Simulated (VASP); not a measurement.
Data:

```
HfC
1.0
    0.00000     2.25033     2.25033
    2.25033     0.00000     2.25033
    2.25033     2.25033     0.00000
Hf C
1 1
Cartesian
  0.00000   0.00000   0.00000
  2.25033   2.25033   2.25033
```

Computed with PBEsol GGA, VASP's PBE PAW potentials (set 64) (plane waves; VASP 6.6.1). Settings: 620 eV cut-off, 14×14×14 Γ-centred mesh, first-order Methfessel-Paxton smearing of 0.10 eV, potentials Hf_pv C.

Energy and stress use the plane-wave basis of the starting cell.

Task: The ions, cell shape and volume at an external pressure of 30.0 GPa are relaxed. Predict the relaxed structure.

Result: 
```
HfC
1.0
    0.00000     2.22905     2.22905
    2.22905     0.00000     2.22905
    2.22905     2.22905     0.00000
Hf C
1 1
Direct
  0.00000   0.00000   0.00000
  0.50000   0.50000   0.50000
```
Space group Fm-3m (225), at a tolerance of 0.03 Å.

Task: How do energy and volume change from the first to the last step?

Result: The energy (σ→0) changes by +49.7 meV/atom and the volume by -2.8 %, in 4 ionic steps.

The compound is HfC in the rock salt structure. This run relaxes it under an external pressure of 30 GPa. Symmetry was kept, so distortions that lower it aren't found.
